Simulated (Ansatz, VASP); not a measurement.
# Cross-check of Si between VASP and Ansatz, part 2 of 2

Aim: how closely do two programs agree when they are given the same cell, functional and k mesh?

VASP 6.6.1 and Ansatz 0.2.0.

So far: Starting point; VASP: dielectric response, LDA.

### 3. Ansatz: dielectric response, LDA

Level of this step: Ansatz beside VASP: Kohn-Sham DFT, plane waves, LDA (Ansatz).

Ansatz runs on its default PAW (the set named soft_2) files.

The same cell, functional (in two slightly different forms) and mesh now go to Ansatz, which takes its cutoff from its data sets.

input.yaml reads:

```yaml
crystal:
  lattice:
    - [0.0, 2.7155, 2.7155]
    - [2.7155, 0.0, 2.7155]
    - [2.7155, 2.7155, 0.0]
  atoms:
    - { symbol: Si, position: [0.0, 0.0, 0.0] }
    - { symbol: Si, position: [0.25, 0.25, 0.25] }
hamiltonian:
  xc: lda
  pseudopotentials: { kind: paw }
kpoints:
  mp_grid: { grid: [11, 11, 11] }
scf:
  occupations: { method: fixed }
dielectric:
  method: response
```

On the command line:

```sh
ansatz run input.yaml --threads 2 --pin off --max-ram 4608MiB --backend cpu --events-out ev --progress --plain --runs-dir out
```

Numbers of over 12 decimals in the logs are rounded to 6 here.

The log of the run:

```text
Engine: ansatz 0.2.0, aarch64-unknown-linux-gnu
Pseudopotentials: kind: paw
Pseudopotential: Si, paw, valence charge 4, recommended cutoff 420 eV (normal), Si.paw.azcp
Functional definition: SPW92
  exchange = slater_x
  correlation = pw_c
Crystal: 2 atoms, lattice volume = 40.048 Å³
Basis set: ecut = 420 eV, 749 PW (Γ), exchange–correlation on 64×64×64 points (8 copies of the dense FFT grid, shifted against one another)
Bands: 8, of which v1, the nominal top of the filled ones, is band 4 counted from 1 (3 counted from 0)
Symmetry: 48 space group operations
k-points: 126 of 1331 (irreducible under 8 space group operations, time reversal used)
Non-local potential: Si, projectors of the file, l = 0: 2, l = 1: 2, l = 2: 2
PAW form: soft (Blöchl's): semilocal exchange-correlation on the pseudo side does not see the compensation charge
PAW frozen core: Si, regenerated for the run's functional, and the local potential with it (the file was generated under x = pbe(κ = 0.804, μ = 0.219515), c = pbe(β = 0.066725))
PAW one-centre angular grid: Si, 110 points (default); XC on 64 Gauss nodes
Initial density: superposition of atomic densities (neutral atoms: chi_scale 0, normalization atom), corrected by the library's trained network
Initial wavefunctions: pseudopotential atomic-orbital guess
Functional: x = slater, c = lda
SCF iter   1: F=—  HF=-1217.294091 eV  |F-HF|=—  |Δ(HF+E_count)|=         —  Δρ=4.28e-3  dr2=4.34e-3  ethr=1.77e-3  ⟨swp⟩=4.2  Hψ=7235  notcnv=0  defer=233
preconditioner: auto → none  [insulator: Δε(μ)=0.500 eV  Ē_g=9.404 eV  n_scr=8 (ndim 8)  ℏωp=16.6 eV  f_vac=0.000  ε∞_Penn≈4.1]
SCF iter   2: F=—  HF=-1217.293506 eV  |F-HF|=—  |Δ(HF+E_count)|=   5.85e-4  Δρ=1.99e-3  dr2=9.28e-4  ethr=5.43e-5  ⟨swp⟩=1.4  Hψ=2118  notcnv=0  defer=236
SCF iter   3: F=—  HF=-1217.293337 eV  |F-HF|=—  |Δ(HF+E_count)|=   1.68e-4  Δρ=7.47e-5  dr2=2.12e-6  ethr=1.16e-5  ⟨swp⟩=2.1  Hψ=1283  notcnv=0  defer=245
SCF iter   4: F=—  HF=-1217.293339 eV  |F-HF|=—  |Δ(HF+E_count)|=   1.67e-6  Δρ=2.80e-5  dr2=3.22e-7  ethr=2.65e-8  ⟨swp⟩=2.0  Hψ=1512  notcnv=0  defer=95
SCF iter   5: F=—  HF=-1217.293338 eV  |F-HF|=—  |Δ(HF+E_count)|=   6.95e-7  Δρ=9.41e-6  dr2=2.57e-8  ethr=4.03e-9  ⟨swp⟩=2.0  Hψ=1511  notcnv=0  defer=14
SCF iter   6: F=-1217.293338 eV  HF=-1217.293338 eV  |F-HF|=6.37e-12  |Δ(HF+E_count)|=   7.36e-9  Δρ=1.95e-7  dr2=1.43e-11  ethr=1.25e-12  ⟨swp⟩=3.8  Hψ=6160  notcnv=0
SCF 1 converged in 6 iterations: F = -1217.293338 eV  dr2 = 1.43e-11
  greatest PAW one-centre occupation: 0.640 electrons in one spin orbital (limit 2), on the Si atom at site 1 (counted from 0), in its partial waves of l = 0
NSCF: frozen V_eff on 103 k-points
DFPT response loops at Γ: preconditioner auto → none (the input reference at scf.mixing.eps_inf says where Resta's filter doesn't serve); β = 0.50; Broyden in place of MSR1
── the response to a field inside a basis, on 12×12×12 k-points: an SCF that follows is theirs, and a resumed run solves both again ──
Bands: 5, of which v1, the nominal top of the filled ones, is band 4 counted from 1 (3 counted from 0)
k-points: 182 of 1728 (irreducible under 12 space group operations)
Initial density: handed on by an earlier stage of this run
Initial wavefunctions: pseudopotential atomic-orbital guess (no wavefunctions were taken with the density)
Eigensolver: Dense (182 Hₖ)
SCF iter   1: F=—  HF=-1217.293557 eV  |F-HF|=—  |Δ(HF+E_count)|=         —  Δρ=3.77e-5  dr2=1.63e-7  ethr=1.00e-1
preconditioner: auto → none  [insulator: Δε(μ)=0.594 eV  Ē_g=7.180 eV  n_scr=8 (ndim 8)  ℏωp=16.6 eV  f_vac=0.000  ε∞_Penn≈6.3]
SCF iter   2: F=-1217.293557 eV  HF=-1217.293557 eV  |F-HF|=3.77e-8  |Δ(HF+E_count)|=   1.09e-7  Δρ=1.88e-5  dr2=3.77e-8  ethr=2.04e-9
SCF 1 converged in 2 iterations: F = -1217.293557 eV  dr2 = 3.77e-8
DFPT response loops at Γ: mixed as the last ones told, above
SCF converged after 6 iterations
Free energy (F): -1217.293338 eV
Harris-Foulkes:  -1217.293338 eV  (|F-HF|=6.37e-12)
Internal energy: -1217.293338 eV  (E = F + TS)
E sigma→0 (E₀):  -1217.293338 eV
Fermi energy:    6.049273 eV
--- Per-component energies (eV) ---
  E_band       = 7.810046
  E_kinetic    = 80.931058
  E_local      = -56.887465  (includes V_loc(G=0)·N_el)
  E_nonlocal   = 54.047434
  E_hartree    = 14.875971
  E_xc         = -109.612661
  E_vxc        = -94.263348  (∫ρ·V_xc dr)
  E_paw        = -972.297159  (= ΣΔE_a)
  E_vpaw       = -5.769611  (= ΣTr[D̂ρ^β])
  E_aug_tail   = 0.000011  (compensation charges beyond the density's cutoff)
  E_ewald      = -228.519189
  E_core_change = 0.168661  (= ΣΔE_core)
  E_smearing   = -0.000000  (= −TS)
  E_closure    = -0.000000  (closes the sum)
  Σ components = -1217.293338   (vs F -1217.293338, Δ=0.00e0)
--- Band table (eV; the first three rows and the last of 126) ---
  k-point 0: bands = ["-5.9145", "6.0493", "6.0493", "6.0493", "8.5753", "8.5753", "8.5753", "9.2277"]
  k-point 1: bands = ["-5.8062", "5.0488", "5.8809", "5.8809", "8.5706", "8.8222", "8.8222", "10.0385"]
  k-point 2: bands = ["-5.4855", "3.3636", "5.5396", "5.5396", "8.2403", "9.2945", "9.2945", "11.6204"]
  k-point 125: bands = ["-1.9868", "-1.2529", "1.8977", "2.6063", "9.3036", "10.5779", "11.3482", "11.3628"]
--- Dielectric response (ions clamped): 3 representative field directions + reference, inside a basis on a mesh of 1728 k-points (Σ response iterations 12) ---
  ε∞ (high-frequency dielectric tensor):
       13.330280    -0.000000    -0.000000
       -0.000000    13.330280     0.000000
       -0.000000     0.000000    13.330280
  Born effective charges Z* (e; rows j = field, columns β = displacement):
    site 0:
         0.00000   -0.00000   -0.00000
         0.00000    0.00000   -0.00000
         0.00000    0.00000   -0.00000
    site 1:
         0.00000    0.00000    0.00000
        -0.00000   -0.00000    0.00000
        -0.00000   -0.00000    0.00000
  Z* charge neutrality: 3.691e-4 e pre-enforcement
  solved inside a basis spanned on kpoints, on 12×12×12 k-points, its susceptibility summed on 16×16×16: ε∞ is read to err by 3.9e-2, Z* by 4.3e-3 e (field_mesh: kpoints solves on kpoints)
```

The job ended after 28 s (2 threads of Arm Neoverse N1, shared host; peak memory 0.44 GiB).

### 4. Side by side

Known differences besides the potentials themselves: the two LDA forms differ slightly; VASP's response is taken on the typed mesh, Ansatz refines its own for the field response alone; the cutoff is 420 eV in Ansatz and 450 eV in VASP; VASP's log shows a relativistic correction to its local exchange, Ansatz's none. Total energies have different zeros and are not compared.

Compared:

```
                                     quantity  Ansatz   VASP  difference
                                        ε∞ xx   13.33  13.61     -2.09 %
                                        ε∞ yy   13.33  13.61     -2.09 %
                                        ε∞ zz   13.33  13.61     -2.09 %
Born charge of Si1 (mean of the diagonal) (e)    0.00   0.00        0.00
```

### 5. Outcome

- difference in ε∞ xx (dielectric response, LDA): -2.1 %

The difference in ε∞ xx is -2.1 % (dielectric response, LDA), within the 5 % picked in this series as the mark of a large difference. How closely two codes agree says nothing of how well the functional describes the real material.

[Lines on the potential files, build, host, timing and source positions are cut from VASP's logs without a mark.]

[Logs are printed without paths, hosts, clocks, repeated set-up lines and the standing remarks that a program may print on its own settings, such as how far it seeks lower states.]

[Hosts, paths, dates, database ids (printed as entryN), source tags and the programs' standing remarks are cut or masked in the printed files.]
